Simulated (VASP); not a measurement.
# Rb2As (P4/mmm) in VASP: reference runs

How does Rb2As come out in PBE? The cell is run as given and disturbed, and energy against volume gives the equilibrium volume and stiffness.

Everything below comes from runs of VASP 6.6.1. Logs are shortened: lines on timing, memory, paths and dates and some standing lists are left out, and cuts for length are marked.

**1. The structure**

Symmetry: P4/mmm, No. 123, tetragonal system. The conventional cell has a = 4.120 Å, b = 4.120 Å, c = 8.119 Å, α = 90.00°, β = 90.00°, γ = 90.00°. Rb (site symmetry 4mm) has 4 As at 3.47 Å and 1 Rb at 3.76 Å as nearest neighbours. As (site symmetry 4/mmm) has 8 Rb at 3.47 Å as nearest neighbours.

The cell was built by a generator and needn't be a form met in nature.

**2. Single point, PBE**

The input, INCAR:

```
SYSTEM = Rb2As
PREC     = Accurate       ! precision mode
ENCUT    = 520            ! plane-wave cutoff, eV
EDIFF    = 1E-7           ! SCF threshold, eV
ISMEAR   = -1             ! smearing method
SIGMA    = 0.05           ! smearing width, eV
LREAL    = .False.        ! projectors in reciprocal space
LASPH    = .True.         ! aspherical terms in the spheres
NELM     = 80             ! most SCF steps
ALGO     = Normal         ! electronic algorithm
ISIF     = 2              ! what is computed and relaxed
LWAVE    = .False.        ! write WAVECAR
LCHARG   = .False.        ! write CHGCAR
GGA      = PE             ! functional
NBANDS   = 18             ! bands
```

The input, KPOINTS:

```
regular mesh
0
Gamma
  7 7 4
  0 0 0
```

The input, POSCAR:

```
Rb2As
1.0
    4.1195000000      0.0000000000      0.0000000000
    0.0000000000      4.1195000000      0.0000000000
    0.0000000000      0.0000000000      8.1187800000
Rb As
2 1
Direct
    0.5000000000      0.5000000000      0.7682100000
    0.5000000000      0.5000000000      0.2317900000
    0.0000000000      0.0000000000      0.0000000000
```

Potentials or basis: VASP PAW PBE potentials, release 64 (Rb_sv, As).

On the command line:

```
$ cat potpaw_PBE.64/Rb_sv/POTCAR potpaw_PBE.64/As/POTCAR > POTCAR
$ mpirun -np 1 vasp_std > vasp.out
```

OUTCAR:

```text
SYSTEM = Rb2As
   PREC = Accurate
   ENCUT = 520
   EDIFF = 1E-7
   ISMEAR = -1
   LREAL = .False.
   LASPH = .True.
   NELM = 80
   ISIF = 2
   GGA = PE

 ion  position               nearest neighbor table
   1  0.500  0.500  0.768-   3 3.47   3 3.47   3 3.47   3 3.47   2 3.76   2 4.36   2 5.58   2 5.58
                             2 5.58   2 5.58
   2  0.500  0.500  0.232-   3 3.47   3 3.47   3 3.47   3 3.47   1 3.76   1 4.36   1 5.58   1 5.58
                             1 5.58   1 5.58
   3  0.000  0.000  0.000-   1 3.47   2 3.47   1 3.47   2 3.47   1 3.47   2 3.47   1 3.47   2 3.47

  LATTYP: Found a simple tetragonal cell.
 ALAT       =     4.1195000000
 C/A-ratio  =     1.9708168467

  Lattice vectors:

 A1 = (   4.1195000000,   0.0000000000,   0.0000000000)
 A2 = (   0.0000000000,   4.1195000000,   0.0000000000)
 A3 = (   0.0000000000,   0.0000000000,   8.1187800000)

Analysis of symmetry for initial positions (statically):
=====================================================================
 Subroutine PRICEL returns:
 Original cell was already a primitive cell.

 Routine SETGRP: Setting up the symmetry group for a
 simple tetragonal supercell.

 Subroutine GETGRP returns: Found 16 space group operations
 (whereof 16 operations were pure point group operations)
 out of a pool of 16 trial point group operations.

The static configuration has the point symmetry D_4h.

Analysis of symmetry for dynamics (positions and initial velocities):
=====================================================================
 Subroutine PRICEL returns:
 Original cell was already a primitive cell.

 Routine SETGRP: Setting up the symmetry group for a
 simple tetragonal supercell.

 Subroutine GETGRP returns: Found 16 space group operations
 (whereof 16 operations were pure point group operations)
 out of a pool of 16 trial point group operations.

The dynamic configuration has the point symmetry D_4h.

 Subroutine INISYM returns: Found 16 space group operations
 (whereof 16 operations are pure point group operations),
 and found     1 'primitive' translations

----------------------------------------------------------------------------------------

                                     Primitive cell

  volume of cell :     137.7780

  direct lattice vectors                    reciprocal lattice vectors
     4.119500000  0.000000000  0.000000000     0.242747906  0.000000000  0.000000000
     0.000000000  4.119500000  0.000000000     0.000000000  0.242747906  0.000000000
     0.000000000  0.000000000  8.118780000     0.000000000  0.000000000  0.123171215

  length of vectors
     4.119500000  4.119500000  8.118780000     0.242747906  0.242747906  0.123171215

  position of ions in fractional coordinates (direct lattice)
     0.500000000  0.500000000  0.768210000
     0.500000000  0.500000000  0.231790000
     0.000000000  0.000000000  0.000000000

  ion indices of the primitive-cell ions
   primitive index   ion index
                 1           1
                 2           2
                 3           3

----------------------------------------------------------------------------------------

 KPOINTS: regular mesh

Automatic generation of k-mesh.
 Grid dimensions read from file:
 generate k-points for:    7    7    4

 Generating k-lattice:

  Cartesian coordinates                     Fractional coordinates (reciprocal lattice)
     0.034678272  0.000000000  0.000000000     0.142857143  0.000000000  0.000000000
     0.000000000  0.034678272  0.000000000     0.000000000  0.142857143  0.000000000
     0.000000000  0.000000000  0.030792804     0.000000000  0.000000000  0.250000000

  Length of vectors
     0.034678272  0.034678272  0.030792804

  Shift w.r.t. Gamma in fractional coordinates (k-lattice)
     0.000000000  0.000000000  0.000000000

 Subroutine IBZKPT returns following result:
 ===========================================

 Found     30 irreducible k-points:

 Following reciprocal coordinates:
            Coordinates               Weight
  0.000000  0.000000  0.000000      1.000000
  0.142857  0.000000  0.000000      4.000000
  0.285714  0.000000  0.000000      4.000000
  0.428571  0.000000  0.000000      4.000000
  0.142857  0.142857  0.000000      4.000000
  0.285714  0.142857  0.000000      8.000000
[... 16 lines left out ...]
  0.285714  0.000000  0.500000      4.000000
  0.428571  0.000000  0.500000      4.000000
 [... further k-points ...]
   k-points           NKPTS =     30   k-points in BZ     NKDIM =     30   number of bands    NBANDS=     18
   number of dos      NEDOS =    301   number of ions     NIONS =      3
   total plane-waves  NPLWV =  61440
   dimension x,y,z NGX =    32 NGY =   32 NGZ =   60
   dimension x,y,z NGXF=    64 NGYF=   64 NGZF=  120
   ions per type =               2   1
   NGX,Y,Z   is equivalent  to a cutoff of  12.91, 12.91, 12.29 a.u.
   NGXF,Y,Z  is equivalent  to a cutoff of  25.83, 25.83, 24.57 a.u.
 SYSTEM =  Rb2As
   PREC   = accura    normal or accurate (medium, high low for compatibility)
   ISTART =      0    job   : 0-new  1-cont  2-samecut
   ICHARG =      2    charge: 1-file 2-atom 10-const
   ISPIN  =      1    spin polarized calculation?
   LNONCOLLINEAR =      F non collinear calculations
   LSORBIT =      F    spin-orbit coupling
   LASPH  =      T    aspherical Exc in radial PAW
   ENCUT  =  520.0 eV  38.22 Ry    6.18 a.u.   7.66  7.66 15.10*2*pi/ulx,y,z
   NELM   =     80;   NELMIN=  2; NELMDL= -5     # of ELM steps
   EDIFF  = 0.1E-06   stopping-criterion for ELM
   LREAL  =      F    real-space projection
   EDIFFG = 0.1E-05   stopping-criterion for IOM
   NSW    =      0    number of steps for IOM
   IBRION =     -1    ionic relax: 0-MD 1-quasi-New 2-CG
   NFREE  =      0    steps in history (QN), initial steepest desc. (CG)
   ISIF   =      2    stress and relaxation
   ISYM   =      2    0-nonsym 1-usesym 2-fastsym
   POTIM  = 0.5000    time-step for ionic-motion
   TEBEG  =    0.0;   TEEND  =   0.0 temperature during run
   PSTRESS=    0.0 pullay stress
   NELECT =      23.0000    total number of electrons
   NUPDOWN=      -1.0000    fix difference up-down
   EMIN   =  10.00;   EMAX   =-10.00  energy-range for DOS
   EFERMI =   0.00;   METHOD = LEGACY
   ISMEAR =    -1;   SIGMA  =   0.05  broadening in eV -4-tet -1-fermi 0-gaus
   EFERMI_NEDOS =   21; number of points for ismear=-14 and -15
   IALGO  =     38    algorithm
   IMIX   =      4    mixing-type and parameters
     AMIX     =   0.40;   BMIX     =  1.00
     AMIX_MAG =   1.60;   BMIX_MAG =  1.00
  volume/ion in A,a.u.               =      45.93       309.92
  Fermi-wavevector in a.u.,A,eV,Ry     =   0.901414  1.703425 11.055370  0.812547
  Thomas-Fermi vector in A             =   2.024492
   LORBIT       =      0    0 simple, 1 ext, 2 COOP (PROOUT), +10 PAW based schemes
   GGA     = PE    functional components
   LHFCALC =     F    Hartree Fock is set to
   AEXX    =    0.0000 exact exchange contribution
   IVDW    =     0    specifies the selected vdW correction
   LEPSILON=     F    determine dielectric tensor
   LRPA    =     F    only Hartree local field effects (RPA)
 non-spin polarized calculation
  energy-cutoff  :      520.00
  volume of cell :      137.78
 maximum number of plane-waves:      3730
 NGX is ok and might be reduce to    32
   NGX = 15   NGY = 15   NGZ = 31

 number of electron      23.0000000 magnetization

 Free energy of the ion-electron system (eV)
  ---------------------------------------------------
  ext. energy  EPLUGINS =         0.00000000
  ---------------------------------------------------
  free energy    TOTEN  =        -6.75716820 eV

  energy without entropy =       -6.73000015  energy(sigma->0) =       -6.74358418

 E-fermi :   0.9639     XC(G=0):  -6.9693

 val. band max:        0.9629216009   @ k =   0.0000   0.0000   0.2500
 cond. band min:       0.9671875921   @ k =   0.2857   0.1429   0.2500
 fundamental gap:      0.0042659911
 Fermi energy:         0.9638584828

 k-point     1 :       0.0000    0.0000    0.0000
  band No.  band energies     occupation
      1     -26.6948      2.00000
      2     -26.6628      2.00000
      3     -11.2739      2.00000
      4     -10.6974      2.00000
      5     -10.6542      2.00000
      6     -10.6542      2.00000
[... 10 lines left out ...]
     17       5.3058      0.00000
     18       5.9858      0.00000

 k-point     2 :       0.1429    0.0000    0.0000
  band No.  band energies     occupation
      1     -26.6909      2.00000
      2     -26.6591      2.00000
      3     -11.2495      2.00000
      4     -10.7526      2.00000
      5     -10.6907      2.00000
      6     -10.6665      2.00000
[... 10 lines left out ...]
     17       5.4424      0.00000
     18       5.6734      0.00000

 k-point     3 :       0.2857    0.0000    0.0000
  band No.  band energies     occupation
      1     -26.6822      2.00000
      2     -26.6510      2.00000
      3     -11.1940      2.00000
      4     -10.9542      2.00000
      5     -10.8159      2.00000
      6     -10.6747      2.00000
[... 10 lines left out ...]
     17       5.7618      0.00000
     18       5.7781      0.00000

 k-point     4 :       0.4286    0.0000    0.0000
  band No.  band energies     occupation
      1     -26.6752      2.00000
      2     -26.6444      2.00000
      3     -11.1537      2.00000
      4     -11.0959      2.00000
      5     -10.9304      2.00000
      6     -10.6622      2.00000
[... 375 lines left out ...]
      4     -10.8209      2.00000
      5     -10.7365      2.00000
      6     -10.6791      2.00000
[... 10 lines left out ...]
     17       5.5881      0.00000
     18       5.9188      0.00000

 k-point    23 :       0.2857    0.0000    0.5000
  band No.  band energies     occupation
      1     -26.6766      2.00000
      2     -26.6567      2.00000
      3     -11.1032      2.00000
      4     -10.9199      2.00000
      5     -10.8323      2.00000
      6     -10.8004      2.00000
[... 10 lines left out ...]
     17       5.3419      0.00000
     18       5.9080      0.00000

 k-point    24 :       0.4286    0.0000    0.5000
  band No.  band energies     occupation
      1     -26.6696      2.00000
      2     -26.6500      2.00000
      3     -11.1229      2.00000
      4     -10.9999      2.00000
      5     -10.9493      2.00000
      6     -10.7845      2.00000
[... 10 lines left out ...]
     17       5.3983      0.00000
     18       6.1647      0.00000

 [... further k-points ...]
[... 5 lines left out ...]
  --------------------------------------------------------------------------------------
  -------------------------------------------------------------------------------------
  Total        0.7421872      0.7421872      0.6218693      0.0000000      0.0000000      0.0000000
  in kB        8.6306651      8.6306651      7.2315251      0.0000000      0.0000000      0.0000000
  external PRESSURE =       8.1642851 kB  Pullay stress =       0.0000000 kB

 VOLUME and BASIS-vectors are now :
 -----------------------------------------------------------------------------
  energy-cutoff  :      520.00
  volume of cell :      137.78
      direct lattice vectors                 reciprocal lattice vectors
     4.119500000  0.000000000  0.000000000     0.242747906  0.000000000  0.000000000
     0.000000000  4.119500000  0.000000000     0.000000000  0.242747906  0.000000000
     0.000000000  0.000000000  8.118780000     0.000000000  0.000000000  0.123171215

 POSITION                                       TOTAL-FORCE (eV/Angst)
 -----------------------------------------------------------------------------------
      2.05975      2.05975      6.23693         0.000000     -0.000000     -0.025062
      2.05975      2.05975      1.88185        -0.000000     -0.000000      0.025062
      0.00000      0.00000      0.00000         0.000000      0.000000      0.000000
 -----------------------------------------------------------------------------------
    total drift:                                0.000000     -0.000000     -0.000000

  FREE ENERGIE OF THE ION-ELECTRON SYSTEM (eV)
  ---------------------------------------------------
  free  energy   TOTEN  =        -6.7571681992 eV

  energy  without entropy=       -6.7300001547  energy(sigma->0) =       -6.74358418
```

Run time: 2.8 min. Hardware: 1 thread of Intel Xeon Platinum 8175M at 2.50GHz (Skylake/Cascade Lake), shared host; peak memory 0.27 GiB.

Results:

| Property | Result |
| --- | --- |
| Free energy | -6.7572 eV |
| Pressure | 0.8 GPa |
| Largest force | 0.025 eV/Å |
| Band gap on the k mesh | none (metal or under the smearing width) |

Forces on the atoms (eV/Å):
```
Rb   0.000  0.000 -0.025
Rb   0.000  0.000  0.025
As   0.000  0.000  0.000
```

**3. Single point, PBE (atoms moved at random, drawn with an rms of 0.05 Å)**

The input, INCAR:

```
ALGO     = Normal         # electronic algorithm
EDIFF    = 1E-7           # SCF threshold, eV
ENCUT    = 520            # plane-wave cutoff, eV
GGA      = PE             # functional
ISIF     = 2              # what is computed and relaxed
ISMEAR   = -1             # smearing method
LASPH    = True           # aspherical terms in the spheres
LCHARG   = True           # write CHGCAR
LELF     = True           # ELF
LREAL    = False          # projectors in reciprocal space
LVHAR    = True         
LWAVE    = False          # write WAVECAR
NBANDS   = 18             # bands
NELM     = 100            # most SCF steps
PREC     = Accurate       # precision mode
SIGMA    = 0.05           # smearing width, eV
```

The input, KPOINTS:

```
k-points
0
Gamma
  7 7 4
```

The input, POSCAR:

```
Rb2As
1.0
    4.1195000000      0.0000000000      0.0000000000
    0.0000000000      4.1195000000      0.0000000000
    0.0000000000      0.0000000000      8.1187800000
Rb As
2 1
Direct
    0.5121160000      0.5037830000      0.7670210000
    0.4938800000      0.4865700000      0.2326590000
    0.0048130000     -0.0067010000     -0.0084470000
```

Potentials or basis: VASP PAW PBE potentials, release 64 (Rb_sv, As).

On the command line:

```
$ cat potpaw_PBE.64/Rb_sv/POTCAR potpaw_PBE.64/As/POTCAR > POTCAR
$ mpirun -np 1 vasp_std > vasp.out
```

It took 8.9 min on 1 thread of Intel Xeon Platinum 8175M at 2.50GHz (Skylake/Cascade Lake), shared host; peak memory 0.39 GiB.

Results (log left out):

* Free energy: -6.7495 eV
* Pressure: 0.8 GPa
* Largest force: 0.163 eV/Å
* Band gap on the k mesh: none (metal or under the smearing width)

Forces on the atoms (eV/Å):
```
Rb  -0.031 -0.046 -0.088
Rb   0.035  0.020 -0.073
As  -0.005  0.026  0.161
```

Stress tensor (GPa, compression positive):
```
0.85 0.01 0.16
0.01 0.85 0.16
0.16 0.16 0.65
```

Levels at points of the mesh, in eV from the Fermi level:
```csv
k point,band 8,band 9,band 10,band 11,band 12,band 13,band 14,band 15
"(0.00, 0.00, 0.00)",-11.52,-9.22,-1.53,-0.52,0.51,0.51,3.04,3.11
"(0.00, 0.00, 0.50)",-11.53,-9.20,-1.90,0.52,0.52,0.62,1.92,3.23
```

**4. Equation of state, PBE, 43.17 Å³/atom (volume scaled by 0.94)**

The input, INCAR:

```
SYSTEM = Rb2As
  ALGO = Normal
  EDIFF = 1E-7
  ENCUT = 520
  GGA = PE
  ISIF = 2
  ISMEAR = -1
  LASPH = .TRUE.
  LCHARG = .FALSE.
  LREAL = .FALSE.
  LWAVE = .FALSE.
  NBANDS = 18
  NELM = 100
  PREC = Accurate
  SIGMA = 0.05
```

The input, KPOINTS:

```
k-points
0
G
  7 7 4
  0 0 0
```

The input, POSCAR:

```
Rb2As
1.0
    4.0354049749      0.0000000000      0.0000000000
    0.0000000000      4.0354049749      0.0000000000
    0.0000000000      0.0000000000      7.9530441077
Rb As
2 1
Direct
    0.5000000000      0.5000000000      0.7682100000
    0.5000000000      0.5000000000      0.2317900000
    0.0000000000      0.0000000000      0.0000000000
```

On the command line:

```
$ cat potpaw_PBE.64/Rb_sv/POTCAR potpaw_PBE.64/As/POTCAR > POTCAR
$ mpirun -np 1 vasp_std > vasp.out
```

Wall time 2.7 min (1 thread of Intel Xeon Platinum 8175M at 2.50GHz (Skylake/Cascade Lake), shared host); peak memory 0.25 GiB.

The run converged. Its results:

```yaml
Free_energy: -6.6906 eV
Pressure: 1.8 GPa
Largest_force: 0.203 eV/Å
Band_gap_on_the_k_mesh: none (metal or under the smearing width)
```

**5. Equation of state, PBE, 44.09 Å³/atom (volume scaled by 0.96)**

The input, INCAR:

```
SYSTEM = Rb2As
  PREC = Accurate
  ENCUT = 520
  EDIFF = 1E-7
  ISMEAR = -1
  SIGMA = 0.05
  LREAL = .FALSE.
  LASPH = .TRUE.
  NELM = 80
  ALGO = Normal
  ISIF = 2
  LWAVE = .FALSE.
  LCHARG = .FALSE.
  GGA = PE
  NBANDS = 18
```

The input, KPOINTS:

```
regular mesh
0
G
  7 7 4
  0 0 0
```

The input, POSCAR:

```
Rb2As
1.0
    4.0638242561      0.0000000000      0.0000000000
    0.0000000000      4.0638242561      0.0000000000
    0.0000000000      0.0000000000      8.0090533059
Rb As
2 1
Direct
    0.5000000000      0.5000000000      0.7682100000
    0.5000000000      0.5000000000      0.2317900000
    0.0000000000      0.0000000000      0.0000000000
```

On the command line:

```
$ cat potpaw_PBE.64/Rb_sv/POTCAR potpaw_PBE.64/As/POTCAR > POTCAR
$ mpirun -np 1 vasp_std > vasp.out
```

It took 2.6 min on 1 thread of Intel Xeon Platinum 8175M at 2.50GHz (Skylake/Cascade Lake), shared host; peak memory 0.25 GiB.

Results (log left out):

```
Free energy            : -6.7186 eV
Pressure               : 1.4 GPa
Largest force          : 0.139 eV/Å
Band gap on the k mesh : none (metal or under the smearing width)
```

**6. Equation of state, PBE, 45.01 Å³/atom (volume scaled by 0.98)**

The input, INCAR:

```
  ALGO = Normal
  EDIFF = 1E-7
  ENCUT = 520
  GGA = PE
  ISIF = 2
  ISMEAR = -1
  LASPH = T
  LCHARG = F
  LREAL = F
  LWAVE = F
  NBANDS = 18
  NELM = 60
  PREC = Accurate
  SIGMA = 0.05
```

The input, KPOINTS:

```
k-points
0
Gamma
  7 7 4
```

The input, POSCAR:

```
Rb2As
1.0
    4.0918515159      0.0000000000      0.0000000000
    0.0000000000      4.0918515159      0.0000000000
    0.0000000000      0.0000000000      8.0642899018
Rb As
2 1
Direct
    0.5000000000      0.5000000000      0.7682100000
    0.5000000000      0.5000000000      0.2317900000
    0.0000000000      0.0000000000      0.0000000000
```

Potentials or basis: VASP PAW PBE potentials, release 64 (Rb_sv, As).

On the command line:

```
$ cat potpaw_PBE.64/Rb_sv/POTCAR potpaw_PBE.64/As/POTCAR > POTCAR
$ mpirun -np 1 vasp_std > vasp.out
```

It took 2.6 min on 1 thread of Intel Xeon Platinum 8175M at 2.50GHz (Skylake/Cascade Lake), shared host; peak memory 0.25 GiB.

Results (log left out):

```
Free energy            : -6.7406 eV
Pressure               : 1.1 GPa
Largest force          : 0.080 eV/Å
Band gap on the k mesh : none (metal or under the smearing width)
```

**7. Equation of state, PBE, 46.84 Å³/atom (volume scaled by 1.02)**

Changes to INCAR since step 6:

```diff
@@ -11,3 +11,3 @@
   NBANDS = 18
-  NELM = 60
+  NELM = 100
   PREC = Accurate
```

KPOINTS is that of step 6.

The input, POSCAR:

```
Rb2As
1.0
    4.1467822520      0.0000000000      0.0000000000
    0.0000000000      4.1467822520      0.0000000000
    0.0000000000      0.0000000000      8.1725483219
Rb As
2 1
Direct
    0.5000000000      0.5000000000      0.7682100000
    0.5000000000      0.5000000000      0.2317900000
    0.0000000000      0.0000000000      0.0000000000
```

On the command line:

```
$ cat potpaw_PBE.64/Rb_sv/POTCAR potpaw_PBE.64/As/POTCAR > POTCAR
$ mpirun -np 1 vasp_std > vasp.out
```

Run time: 2.2 min. Hardware: 1 thread of Intel Xeon Platinum 8175M at 2.50GHz (Skylake/Cascade Lake), shared host; peak memory 0.27 GiB.

Results (log left out):

* Free energy: -6.7689 eV
* Pressure: 0.5 GPa
* Largest force: 0.025 eV/Å
* Band gap on the k mesh: none (metal or under the smearing width)

(Continued in part 2 of 2.)
